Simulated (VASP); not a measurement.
Consider the following.

```yaml
crystal:
  lattice:
    - [6.16622, 0.00000, 0.00000]
    - [0.00000, 6.16622, 0.00000]
    - [0.00000, 0.00000, 6.16622]
  atoms:
    - { symbol: Zn, position: [0.00000, 0.00000, 0.00000] }
    - { symbol: Zn, position: [0.50000, 0.50000, 0.00000] }
    - { symbol: Zn, position: [0.50000, 0.00000, 0.50000] }
    - { symbol: Te, position: [0.25967, 0.24033, 0.24033] }
    - { symbol: Te, position: [0.74033, 0.75967, 0.24033] }
    - { symbol: Te, position: [0.74033, 0.24033, 0.75967] }
    - { symbol: Te, position: [0.25967, 0.75967, 0.75967] }
    - { symbol: Cd, position: [0.00000, 0.50000, 0.50000] }
```

Calculation: PBEsol GGA, VASP's PBE PAW potentials (set 64) (plane waves; VASP). Settings: 400 eV cut-off, Gaussian smearing of 0.050 eV, potentials Zn Te Cd.

Unless said otherwise, spin-orbit coupling is left out, though it shifts the bands of the heavy elements here.

Q: Give the energies of bands 29 to 42 at the high-symmetry points, in eV from the valence-band maximum.

A: 
```json
[
 {"band": "29", "Γ": "-2.19", "X": "-2.77", "M": "-2.72", "R": "-1.09"},
 {"band": "30", "Γ": "-2.19", "X": "-2.72", "M": "-2.54", "R": "-1.09"},
 {"band": "31", "Γ": "-2.13", "X": "-2.62", "M": "-2.48", "R": "-0.93"},
 {"band": "32", "Γ": "-2.13", "X": "-2.62", "M": "-2.48", "R": "-0.93"},
 {"band": "33", "Γ": "-2.13", "X": "-1.40", "M": "-1.20", "R": "-0.93"},
 {"band": "34", "Γ": "0.00", "X": "-1.40", "M": "-0.89", "R": "-0.72"},
 {"band": "35", "Γ": "0.00", "X": "-1.13", "M": "-0.82", "R": "-0.72"},
 {"band": "36", "Γ": "0.00", "X": "-1.13", "M": "-0.82", "R": "-0.72"},
 {"band": "37", "Γ": "1.03", "X": "2.56", "M": "2.96", "R": "1.66"},
 {"band": "38", "Γ": "2.07", "X": "2.76", "M": "2.96", "R": "1.66"},
 {"band": "39", "Γ": "2.32", "X": "3.43", "M": "3.30", "R": "1.66"},
 {"band": "40", "Γ": "2.32", "X": "3.51", "M": "3.41", "R": "1.89"},
 {"band": "41", "Γ": "2.32", "X": "4.47", "M": "4.96", "R": "4.85"},
 {"band": "42", "Γ": "2.42", "X": "4.50", "M": "5.35", "R": "4.85"}
]
```

The gap is direct, 1.03 eV, from the valence maximum at Γ to the conduction minimum at Γ.

The structure was generated: CdZn3Te4 was put into an ordered model structure (P-43m), which need not be its known phase. It was relaxed first.
